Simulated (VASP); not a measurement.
Consider the following.

```xyz
5
Lattice="5.8751 0.0000 0.0000 0.0000 5.8751 0.0000 0.0000 0.0000 5.8751" Properties=species:S:1:pos:R:3 pbc="T T T"
Cs     0.0000     0.0000     0.0000
Pb     2.9375     2.9375     2.9375
Br     2.9375     0.0000     2.9375
Br     0.0000     2.9375     2.9375
Br     2.9375     2.9375     0.0000
```

All values below come from PBEsol GGA, VASP's PBE PAW potentials (set 64) (plane waves; VASP 6.6.1). Settings: 520 eV cut-off, Gaussian smearing of 0.050 eV, potentials Cs_sv Pb_d Br.

Unless said otherwise, spin-orbit coupling is left out, though it shifts the bands of the heavy elements here.

**Question.** Give the energies of bands 14 to 25 at the high-symmetry points, in eV from the valence-band maximum.

**Answer.** 
```json
[
 {"band": "14", "Γ": "-4.36", "X": "-4.27", "M": "-4.12", "R": "-2.87"},
 {"band": "15", "Γ": "-4.36", "X": "-4.27", "M": "-3.08", "R": "-2.87"},
 {"band": "16", "Γ": "-4.36", "X": "-2.83", "M": "-2.46", "R": "-2.87"},
 {"band": "17", "Γ": "-2.15", "X": "-2.30", "M": "-2.46", "R": "-2.26"},
 {"band": "18", "Γ": "-2.15", "X": "-2.30", "M": "-2.38", "R": "-2.26"},
 {"band": "19", "Γ": "-2.15", "X": "-2.29", "M": "-2.38", "R": "-1.66"},
 {"band": "20", "Γ": "-2.03", "X": "-2.14", "M": "-2.27", "R": "-1.66"},
 {"band": "21", "Γ": "-2.03", "X": "-2.14", "M": "-1.67", "R": "-1.66"},
 {"band": "22", "Γ": "-2.03", "X": "-1.43", "M": "-0.70", "R": "0.00"},
 {"band": "23", "Γ": "2.89", "X": "2.49", "M": "2.00", "R": "1.43"},
 {"band": "24", "Γ": "4.03", "X": "4.37", "M": "2.00", "R": "1.43"},
 {"band": "25", "Γ": "4.03", "X": "4.95", "M": "4.80", "R": "1.43"}
]
```

The gap is direct, 1.43 eV, from the valence maximum at R to the conduction minimum at R.

The compound is CsPbBr3 in the cubic perovskite structure, the ideal cubic form; the compound distorts at low or room temperature. It was relaxed first.
